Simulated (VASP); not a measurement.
A cell of Te (trig) near equilibrium:

```
Te
1.0
    2.30545    -3.99315     0.00000
    2.30545     3.99315     0.00000
    0.00000     0.00000     5.91438
Te
3
Direct
  0.00000   0.25445   0.66667
  0.74555   0.74555   0.00000
  0.25445   0.00000   0.33333
```

The numbers are results of r2SCAN meta-GGA, VASP's PBE PAW potentials (set 64) (plane waves; VASP), not measurements.

Unless said otherwise, spin-orbit coupling is left out, though it shifts the bands of the heavy elements here.

| run | ΔE (meV/atom) | σxx | σyy | σzz | largest shear component, with its sign (GPa) | largest force (eV/Å) | gap (eV) |
|---|---|---|---|---|---|---|---|
| as it is | 0.0 | 0.01 | 0.01 | -0.03 | 0.00 | 0.007 | 0.54 |
| after one change | 1.1 | -0.53 | -0.53 | -0.89 | 0.00 | 0.091 | 0.53 |
Stress is in GPa, positive when the cell is compressed; gaps are those on the k-mesh, and 0.00 means metallic.

Which change was made?
A. atom 1 (Te) moved by -0.025 Å along z
B. biaxial strain of -2.0 % in the xy plane
C. isotropic strain of +0.5 %
D. isotropic strain of -1.0 %

C, isotropic strain of +0.5 %

The compound is Te in the trig structure.
